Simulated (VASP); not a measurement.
Input:

```
BP
1.0
    3.03643     0.00000     0.00000
   -1.51821     2.62962     0.00000
    0.00000     0.00000     5.04555
B P
2 2
Direct
  0.33333   0.66667   0.00093
  0.66667   0.33333   0.50093
  0.33333   0.66667   0.37407
  0.66667   0.33333   0.87407
```

Calculation: PBEsol GGA, VASP's PBE PAW potentials (set 64) (plane waves; VASP 6.6.1). Run with 620 eV cut-off, 8×8×5 Γ-centred mesh, Gaussian smearing of 0.050 eV, potentials B P.

Question: What does the run give for the energy per atom (σ→0), pressure?

Answer: 
| Quantity | Result |
|---|---|
| energy per atom (σ→0) | -6.703 eV/atom |
| pressure | 300.5 kbar |

The structure was generated: BP was put into the wurtzite type (P6_3mc), which need not be its known phase. It was relaxed first under an external pressure of 30 GPa.
